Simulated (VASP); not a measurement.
```yaml
crystal:
  lattice:
    - [-1.74439, 1.74439, 4.82462]
    - [1.74439, -1.74439, 4.82462]
    - [1.74439, 1.74439, -4.82462]
  atoms:
    - { symbol: Lu, position: [0.00000, 0.00000, 0.00000] }
    - { symbol: Ge, position: [0.30860, 0.30860, 0.00000] }
    - { symbol: Ge, position: [0.69140, 0.69140, 0.00000] }
```

Calculation: PBEsol GGA, VASP's PBE PAW potentials (set 64) (plane waves; VASP 6.6.1). Settings: 480 eV cut-off, 12×12×12 Γ-centred mesh, first-order Methfessel-Paxton smearing of 0.10 eV, potentials Lu_3 Ge_d.

Problem. What does the run give for the energy per atom (σ→0), band gap (on the k-mesh) with the smallest direct gap where there is one?

Solution. 
```json
{
 "band gap (on the k-mesh)": "none (metal, semimetal or under 0.01 eV)",
 "energy per atom (σ→0)": "-5.312 eV/atom"
}
```

The absolute energy has meaning only against runs of the same code, potentials and settings.

The structure was generated: LuGe2 was put into the MoSi2 type (I4/mmm), which need not be its known phase. This cell was strained or had an atom moved on purpose. The electron count is odd and the run is not spin-polarised, which forces a metal.
